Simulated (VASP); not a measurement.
Here is a VASP 6.6.1 calculation.

The input INCAR:

```
SYSTEM = Ge3BiP
  PREC = Accurate
  ENCUT = 520
  EDIFF = 1E-6
  ISMEAR = 0
  SIGMA = 0.05
  LREAL = .FALSE.
  LASPH = .TRUE.
  NELM = 60
  ALGO = Normal
  ISIF = 2
  LWAVE = .FALSE.
  LCHARG = .TRUE.
  GGA = PE
  LELF = .TRUE.
  LVHAR = .TRUE.
  NBANDS = 39
```

File KPOINTS:

```
regular mesh
0
G
  4 4 4
  0 0 0
```

File POSCAR:

```
Ge3BiP
1.0
    5.3600000000      0.0000000000      0.0000000000
    0.0000000000      5.3600000000      0.0000000000
    0.0000000000      0.0000000000      5.3600000000
Bi P Ge
1 1 3
Direct
    0.0000000000      0.0000000000      0.0000000000
    0.5000000000      0.5000000000      0.5000000000
    0.5000000000      0.5000000000      0.0000000000
    0.5000000000      0.0000000000      0.5000000000
    0.0000000000      0.5000000000      0.5000000000
```

Potentials or basis: VASP PAW PBE potentials, release 64 (Bi_d, P, Ge_d).

Command:

```sh
$ cat potpaw_PBE.64/Bi_d/POTCAR potpaw_PBE.64/P/POTCAR potpaw_PBE.64/Ge_d/POTCAR > POTCAR
$ mpirun -np 1 vasp_std > vasp.out
```

Problem. What does it give for the band gap on the k mesh?

Solution. None (metal or under the smearing width).

Problem. Predict the pressure.

Solution. -7.7 GPa.

Caveat: spin-orbit coupling is left out, which moves the levels of the heavy elements.
